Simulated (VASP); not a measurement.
```
CuSc2
1.0
    0.00000     4.35132     4.35132
    4.35132     0.00000     4.35132
    4.35132     4.35132     0.00000
Sc Cu
4 2
Direct
  0.12500   0.12500   0.12500
  0.62500   0.12500   0.12500
  0.12500   0.62500   0.12500
  0.12500   0.12500   0.62500
  0.75000   0.75000   0.75000
  0.50000   0.50000   0.50000
```

These are PBE GGA, VASP's PBE PAW potentials (set 64) (plane waves; VASP) values and carry that method's errors. Settings: 300 eV cut-off, 4×4×4 Γ-centred mesh, Fermi-Dirac smearing of 0.10 eV, potentials Sc_sv Cu.

At this cut-off the stress carries a Pulay error, which pulls relaxed volumes low.

Give the stress tensor in GPa (positive for a compressed cell).

```
-7.54   0.00   0.00
 0.00  -7.54   0.00
 0.00   0.00  -7.54
```
The pressure is its mean diagonal, -7.54 GPa.

The structure was generated: Sc2Cu was put into an ordered model structure, which need not be its known phase. The cell was not relaxed at this level. The k-mesh is coarse (spacing up to 0.31 per Å, 2π included), so the numbers may not be converged in it.
